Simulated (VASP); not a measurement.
OSZICAR of a VASP run on Te (a trial cell in the hcp structure, space group P6_3/mmc):

**OSZICAR**
```
       N       E                     dE             d eps       ncg     rms          rms(c)
DAV:   1     0.404255657045E+02    0.40426E+02   -0.41066E+03   480   0.798E+02
DAV:   2    -0.364057615467E+01   -0.44066E+02   -0.42910E+02   780   0.120E+02
DAV:   3    -0.544981683227E+01   -0.18092E+01   -0.17693E+01   568   0.290E+01
DAV:   4    -0.547015773265E+01   -0.20341E-01   -0.20337E-01   536   0.375E+00
DAV:   5    -0.547045413157E+01   -0.29640E-03   -0.29639E-03   544   0.471E-01    0.896E+00
DAV:   6    -0.546553760659E+01    0.49165E-02   -0.66740E-03   518   0.529E-01    0.554E+00
DAV:   7    -0.546451719924E+01    0.10204E-02   -0.14247E-02   518   0.775E-01    0.284E-01
DAV:   8    -0.546443204447E+01    0.85155E-04   -0.49833E-04   520   0.162E-01    0.490E-02
DAV:   9    -0.546443020822E+01    0.18362E-05   -0.99262E-06   548   0.276E-02    0.209E-02
DAV:  10    -0.546442778344E+01    0.24248E-05   -0.19045E-06   334   0.869E-03    0.212E-02
DAV:  11    -0.546442699576E+01    0.78768E-06   -0.22081E-07   268   0.444E-03
   1 F= -.54644270E+01 E0= -.54629444E+01  d E =-.296529E-02
```

Which electronic solver shows in the log?

It is blocked Davidson (ALGO = Normal, or the opening steps of other solvers). The INCAR had ALGO = Normal.

Can the final energy be trusted as converged?

The run converged. It stopped with EDIFF = 1E-6, NELM = 100 (PBE GGA, plane waves, VASP's PBE PAW potentials (set 64)).

The structure was generated: Te was put into the hcp type (P6_3/mmc), which need not be its known phase. The cell was not relaxed at this level. The k-mesh is coarse (spacing up to 0.30 per Å, 2π included), so the numbers may not be converged in it.
